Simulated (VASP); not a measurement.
Data:

```cif
data_C4Hf4
_chemical_formula_sum 'Hf4 C4'
_space_group_name_H-M_alt 'Fm-3m'
_space_group_IT_number 225
_space_group_name_Hall '-F 4 2 3'
_cell_length_a 4.63452
_cell_length_b 4.63452
_cell_length_c 4.63452
_cell_angle_alpha 90.000
_cell_angle_beta 90.000
_cell_angle_gamma 90.000
loop_
_atom_site_label
_atom_site_type_symbol
_atom_site_symmetry_multiplicity
_atom_site_Wyckoff_symbol
_atom_site_fract_x
_atom_site_fract_y
_atom_site_fract_z
_atom_site_occupancy
Hf1 Hf 4 a 0.00000 0.00000 0.00000 1
C1 C 4 b 0.50000 0.50000 0.50000 1
```
(The calculation used a cell of 2 atoms; values per cell refer to that cell.)

Method: r2SCAN meta-GGA, VASP's PBE PAW potentials (set 64) (plane waves; VASP). Numerical set-up: 600 eV cut-off, 12×12×12 Γ-centred mesh, first-order Methfessel-Paxton smearing of 0.10 eV, potentials Hf_pv C.

Each relaxation starts from this cell; other phases were not tried.

Question: The cell is relaxed at 20 GPa. What happens?

Answer: The volume per atom goes from 12.44 to 11.60 Å³ (-6.7 %), and the cell becomes a = 4.528 Å, b = 4.528 Å, c = 4.528 Å, α = 90.00°, β = 90.00°, γ = 90.00°, space group Fm-3m.

Question: The cell is relaxed at 30 GPa. What happens?

Answer: The volume per atom goes from 12.44 to 11.28 Å³ (-9.4 %), and the cell becomes a = b = c = 4.4852 Å, α = β = γ = 90.00°, space group Fm-3m.

Failed runs are left out, and for metals the shear rows, which the mesh's noise covers.

The compound is HfC in the rock salt structure.
